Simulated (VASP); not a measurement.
Method: PBE GGA with D3 dispersion (Becke-Johnson damping), VASP's PBE PAW potentials (set 64) (plane waves; VASP).

Input for VASP

**INCAR**
```
SYSTEM = CuI
PREC = Accurate
ENCUT = 520
EDIFF = 1E-7
NELM = 100
ALGO = Normal
LREAL = .FALSE.
LASPH = .TRUE.
ISMEAR = 0
SIGMA = 0.05
GGA = PE
IVDW = 12
LMAXMIX = 4
LWAVE = .FALSE.
LCHARG = .FALSE.
ISIF = 2
```

### POSCAR
```
CuI
2.987140
  0.0000000000   0.9999999106   0.9999999106
  0.9999999106   0.0000000000   0.9999999106
  0.9999999106   0.9999999106   0.0000000000
Cu I
1 1
direct
  0.0000000000   0.0000000000   0.0000000000
  0.2500000000   0.2500000000   0.2500000000
```

**KPOINTS**
```
K-points
0
gamma
 8 8 8
0 0 0
```

POTCAR, in this order: Cu I (PBE.64 set). Program: vasp_std.

Output of the run:

OSZICAR:
```
       N       E                     dE             d eps       ncg     rms          rms(c)
DAV:   1     0.106280729934E+03    0.10628E+03   -0.80377E+03   754   0.151E+03
DAV:   2     0.184822660659E+01   -0.10443E+03   -0.97407E+02   764   0.269E+02
DAV:   3    -0.553729969368E+01   -0.73855E+01   -0.72760E+01  1014   0.839E+01
DAV:   4    -0.577900320346E+01   -0.24170E+00   -0.24156E+00   943   0.134E+01
DAV:   5    -0.578651844626E+01   -0.75152E-02   -0.75150E-02  1087   0.243E+00    0.566E+00
DAV:   6    -0.570333509267E+01    0.83183E-01   -0.38790E+00   808   0.579E+01    0.365E+00
DAV:   7    -0.554237630567E+01    0.16096E+00   -0.88020E-01   849   0.345E+01    0.184E+00
DAV:   8    -0.554510472999E+01   -0.27284E-02   -0.55688E-02  1102   0.410E+00    0.507E-01
DAV:   9    -0.554150599824E+01    0.35987E-02   -0.17375E-02   947   0.424E+00    0.153E-01
DAV:  10    -0.554167807654E+01   -0.17208E-03   -0.78390E-04   899   0.271E-01    0.768E-02
DAV:  11    -0.554172112774E+01   -0.43051E-04   -0.49172E-04   944   0.705E-01    0.341E-02
DAV:  12    -0.554171759282E+01    0.35349E-05   -0.49169E-05  1191   0.150E-01    0.306E-02
DAV:  13    -0.554171634143E+01    0.12514E-05   -0.21691E-06  1166   0.279E-02    0.192E-02
DAV:  14    -0.554171500931E+01    0.13321E-05   -0.93955E-06  1048   0.101E-01    0.349E-03
DAV:  15    -0.554171548316E+01   -0.47385E-06   -0.16074E-06   834   0.813E-03    0.511E-03
DAV:  16    -0.554171545846E+01    0.24705E-07   -0.42254E-08   472   0.305E-03
   1 F= -.62610237E+01 E0= -.62610237E+01  d E =-.241935E-16
```

**OUTCAR**
```
------------------------ aborting loop because EDIFF is reached ----------------------------------------
 Edisp (eV)   -0.71931
  FORCE on cell =-STRESS in cart. coord.  units (eV):
  Direction    XX          YY          ZZ          XY          YZ          ZX
  --------------------------------------------------------------------------------------
  Total      -0.01651    -0.01651    -0.01651     0.00000     0.00000    -0.00000
  in kB      -0.49634    -0.49634    -0.49634     0.00000     0.00000    -0.00000
  external pressure =       -0.50 kB  Pullay stress =        0.00 kB
  volume of cell :       53.31
      direct lattice vectors                 reciprocal lattice vectors
     0.000000000  2.987139733  2.987139733    -0.167384202  0.167384202  0.167384202
     2.987139733  0.000000000  2.987139733     0.167384202 -0.167384202  0.167384202
     2.987139733  2.987139733  0.000000000     0.167384202  0.167384202 -0.167384202
  FREE ENERGIE OF THE ION-ELECTRON SYSTEM (eV)
  ---------------------------------------------------
  free  energy   TOTEN  =        -6.2610237091 eV

  energy  without entropy=       -6.2610237091  energy(sigma->0) =       -6.26102371
```
(Selected blocks of OUTCAR.)

OUTCAR:
```
 val. band max:        4.9188602862   @ k =   0.0000   0.0000   0.0000

 cond. band min:       6.1842971550   @ k =   0.0000   0.0000   0.0000


 Fermi energy:         5.1906715468

 k-point     1 :       0.0000    0.0000    0.0000
  band No.  band energies     occupation
      1      -9.3297      2.00000
      2       1.0755      2.00000
      3       1.0755      2.00000
      4       1.0755      2.00000
      5       2.8787      2.00000
      6       2.8787      2.00000
      7       4.9189      2.00000
      8       4.9189      2.00000
      9       4.9189      2.00000
     10       6.1843      0.00000
     11       9.7422      0.00000
     12       9.7422      0.00000
     13       9.7422      0.00000

 k-point     2 :       0.1250    0.0000    0.0000
  band No.  band energies     occupation
      1      -9.2494      2.00000
      2       0.7786      2.00000
      3       1.0831      2.00000
      4       1.0831      2.00000
      5       2.8719      2.00000
      6       2.8719      2.00000
      7       4.2466      2.00000
      8       4.7901      2.00000
      9       4.7901      2.00000
     10       6.8849      0.00000
     11       9.6850      0.00000
     12       9.9729      0.00000
     13       9.9729      0.00000

 k-point     3 :       0.2500    0.0000    0.0000
  band No.  band energies     occupation
      1      -9.0427      2.00000
      2       0.0601      2.00000
      3       1.0980      2.00000
      4       1.0980      2.00000
      5       2.8684      2.00000
      6       2.8684      2.00000
      7       3.5170      2.00000
      8       4.5087      2.00000
      9       4.5087      2.00000
     10       7.2724      0.00000
     11      10.3229      0.00000
     12      10.3229      0.00000
     13      10.4940      0.00000

 k-point     4 :       0.3750    0.0000    0.0000
  band No.  band energies     occupation
      1      -8.8138      2.00000
      2      -0.6480      2.00000
      3       1.1073      2.00000
...
```

Unless said otherwise, spin-orbit coupling is left out, though it shifts the bands of the heavy elements here.

The compound is CuI in the zinc blende structure. It was relaxed first.
